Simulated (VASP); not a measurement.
Method: SCAN meta-GGA, VASP's PBE PAW potentials (set 64) (plane waves; VASP).

Input for VASP

**INCAR**
```
# general
SYSTEM  = CdF2
PREC    = Accurate
ENCUT   = 520
LREAL   = .False.
LASPH   = .True.

# electronic loop
EDIFF   = 1E-7
NELM    = 100
ALGO    = Normal
LMAXMIX = 4
LMIXTAU = .True.

# smearing
ISMEAR  = 0
SIGMA   = 0.05

# functional
METAGGA = SCAN

# ions
ISIF    = 2

# output
LWAVE   = .False.
LCHARG  = .False.
```

**KPOINTS**
```
Regular mesh
0
G
  7 7 7
0 0 0
```

File POSCAR:
```
CdF2
1
    0.0000000000     2.6677759165     2.6677759165
    2.6677759165     0.0000000000     2.6677759165
    2.6677759165     2.6677759165     0.0000000000
Cd F
1 2
Direct
  0.0000000000   0.0000000000   0.0000000000
  0.2500000000   0.2500000000   0.2500000000
  0.7500000000   0.7500000000   0.7500000000
```

POTCAR, in this order: Cd F (PBE.64 set). Program: vasp_std.

What VASP printed:

### OUTCAR
```
 ion  position               nearest neighbor table
   1  0.000  0.000  0.000-   3 2.31   3 2.31   3 2.31   2 2.31   3 2.31   2 2.31   2 2.31   2 2.31
  LATTYP: Found a face centered cubic cell.
 ALAT       =     5.3355518330
 Subroutine PRICEL returns:
 Original cell was already a primitive cell.
 Subroutine GETGRP returns: Found 48 space group operations
The static configuration has the point symmetry O_h .
The dynamic configuration has the point symmetry O_h .
 Subroutine INISYM returns: Found 48 space group operations
 Subroutine IBZKPT returns following result:
 Found     20 irreducible k-points:

 Following reciprocal coordinates:
            Coordinates               Weight
  0.000000  0.000000  0.000000      1.000000
  0.142857  0.000000  0.000000      8.000000
  0.285714  0.000000  0.000000      8.000000
  0.428571  0.000000  0.000000      8.000000
  0.142857  0.142857  0.000000      6.000000
  0.285714  0.142857  0.000000     24.000000
  0.428571  0.142857  0.000000     24.000000
 -0.428571  0.142857  0.000000     24.000000
 -0.285714  0.142857  0.000000     24.000000
 -0.142857  0.142857  0.000000     12.000000
...
```

File OSZICAR:
```
       N       E                     dE             d eps       ncg     rms          rms(c)
DAV:   1     0.174409978116E+03    0.17441E+03   -0.16067E+04   680   0.159E+03
DAV:   2    -0.447310120959E+02   -0.21914E+03   -0.21426E+03   764   0.396E+02
DAV:   3    -0.539139147674E+02   -0.91829E+01   -0.91631E+01   746   0.940E+01
DAV:   4    -0.539534701381E+02   -0.39555E-01   -0.39547E-01   761   0.617E+00
DAV:   5    -0.539535861602E+02   -0.11602E-03   -0.11602E-03   730   0.306E-01    0.910E+00
DAV:   6    -0.452911709284E+02    0.86624E+01   -0.69003E+00   681   0.537E+01    0.114E+01
DAV:   7    -0.445338124210E+02    0.75736E+00   -0.26314E+00   697   0.184E+01    0.473E+00
DAV:   8    -0.447881924827E+02   -0.25438E+00   -0.55802E-01   680   0.918E+00    0.382E+00
DAV:   9    -0.444327968528E+02    0.35540E+00   -0.51835E-01   682   0.893E+00    0.162E+00
DAV:  10    -0.446375429886E+02   -0.20475E+00   -0.40902E-01   681   0.751E+00    0.459E-01
DAV:  11    -0.446515995967E+02   -0.14057E-01   -0.18635E-02   682   0.179E+00    0.305E-01
DAV:  12    -0.446867473022E+02   -0.35148E-01   -0.61956E-03   680   0.903E-01    0.152E-01
DAV:  13    -0.446911451072E+02   -0.43978E-02   -0.23477E-03   689   0.637E-01    0.422E-02
DAV:  14    -0.446917972444E+02   -0.65214E-03   -0.62845E-04   684   0.315E-01    0.337E-02
DAV:  15    -0.446919477963E+02   -0.15055E-03   -0.50978E-05   693   0.117E-01    0.128E-02
DAV:  16    -0.446919626689E+02   -0.14873E-04   -0.55592E-06   724   0.274E-02    0.550E-03
DAV:  17    -0.446919639951E+02   -0.13262E-05   -0.12790E-05   684   0.432E-02    0.435E-03
DAV:  18    -0.446919635367E+02    0.45840E-06   -0.72208E-06   683   0.360E-02    0.546E-04
DAV:  19    -0.446919657753E+02   -0.22387E-05   -0.41184E-07   688   0.927E-03    0.588E-04
DAV:  20    -0.446919658480E+02   -0.72630E-07   -0.11935E-08   375   0.152E-03
   1 F= -.44691966E+02 E0= -.44691966E+02  d E =-.532181E-12
```

### OUTCAR
```
------------------------ aborting loop because EDIFF is reached ----------------------------------------
  FORCE on cell =-STRESS in cart. coord.  units (eV):
  Direction    XX          YY          ZZ          XY          YZ          ZX
  --------------------------------------------------------------------------------------
  Total        0.9019539      0.9019539      0.9019539     -0.0000000     -0.0000000      0.0000000
  in kB       38.0554533     38.0554533     38.0554533     -0.0000000     -0.0000000      0.0000000
  external PRESSURE =      38.0554533 kB  Pullay stress =       0.0000000 kB
  volume of cell :       37.97
      direct lattice vectors                 reciprocal lattice vectors
     0.000000000  2.667775917  2.667775917    -0.187422038  0.187422038  0.187422038
     2.667775917  0.000000000  2.667775917     0.187422038 -0.187422038  0.187422038
     2.667775917  2.667775917  0.000000000     0.187422038  0.187422038 -0.187422038
 POSITION                                       TOTAL-FORCE (eV/Angst)
 -----------------------------------------------------------------------------------
      0.00000      0.00000      0.00000         0.000000     -0.000000      0.000000
      1.33389      1.33389      1.33389        -0.000000      0.000000     -0.000000
      4.00166      4.00166      4.00166         0.000000     -0.000000      0.000000
 -----------------------------------------------------------------------------------
    total drift:                                0.000000      0.000000      0.000000
  FREE ENERGIE OF THE ION-ELECTRON SYSTEM (eV)
  ---------------------------------------------------
  free  energy   TOTEN  =       -44.6919658480 eV

  energy  without entropy=      -44.6919658480  energy(sigma->0) =      -44.69196585
```
(Selected blocks of OUTCAR.)

The compound is CdF2 in the fluorite structure. This cell is one point of a volume scan, at 0.97 of the reference volume.
